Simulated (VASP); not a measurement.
A convergence study with VASP on BaZrO$_{3}$ (cubic perovskite): one setting is varied, all else stays as given below, so the limit is that of these other settings. Each run relaxes cell and ions from the cell shown. The basis is that of the starting cell, so low cut-offs carry a Pulay error.

```
CELL_PARAMETERS angstrom
      4.19000     0.00000     0.00000
      0.00000     4.19000     0.00000
      0.00000     0.00000     4.19000
ATOMIC_POSITIONS crystal
  Ba 0.00000 0.00000 0.00000
  Zr 0.50000 0.50000 0.50000
  O  0.50000 0.00000 0.50000
  O  0.00000 0.50000 0.50000
  O  0.50000 0.50000 0.00000
```

Computed with PBE GGA, VASP's PBE PAW potentials (set 64) (plane waves; VASP). The tightest run used: 800 eV cut-off, 4×4×4 Γ-centred mesh, Gaussian smearing of 0.050 eV, potentials Ba_sv Zr_sv O.

Unless said otherwise, spin-orbit coupling is left out, though it shifts the bands of the heavy elements here. Gaps are read on the run's mesh, which can miss a band edge.

Problem. The settings run are ENCUT = 250; ENCUT = 300; ENCUT = 350; ENCUT = 400; ENCUT = 450; ENCUT = 500; ENCUT = 550; ENCUT = 600; ENCUT = 650; ENCUT = 700; ENCUT = 750; ENCUT = 800. From which on does the relaxed volume stay within 0.05 Å³/atom of the tightest run?

Solution. From ENCUT = 500 on: it is off by 0.009 there and by no more than 0.05 in any finer run, while ENCUT = 450 is off by 0.114.
```
setting      relaxed volume (Å³/atom)  E (eV/atom)  gap on the mesh (eV)  plane waves  difference judged (Å³/atom)
-----------  ------------------------  -----------  --------------------  -----------  ---------------------------
ENCUT = 250                    12.366      -9.0412                 3.531          691                        2.838
ENCUT = 300                    13.442      -8.5333                 3.431          912                        1.763
ENCUT = 350                    14.267      -8.3753                 3.280         1108                        0.937
ENCUT = 400                    14.807      -8.3468                 3.181         1357                        0.398
ENCUT = 450                    15.090      -8.3421                 3.131         1628                        0.114
ENCUT = 500                    15.195      -8.3424                 3.114         1888                        0.009
ENCUT = 550                    15.206      -8.3429                 3.112         2176                        0.002
ENCUT = 600                    15.195      -8.3437                 3.114         2517                        0.010
ENCUT = 650                    15.187      -8.3447                 3.117         2800                        0.017
ENCUT = 700                    15.189      -8.3458                 3.117         3136                        0.015
ENCUT = 750                    15.196      -8.3463                 3.116         3468                        0.008
ENCUT = 800                    15.204      -8.3469                 3.115         3840                        0.000
```

Left out are rungs that failed or repeat a setting and relaxations that didn't move; long series are thinned to 24 rows.

The compound is BaZrO3 in the cubic perovskite structure.
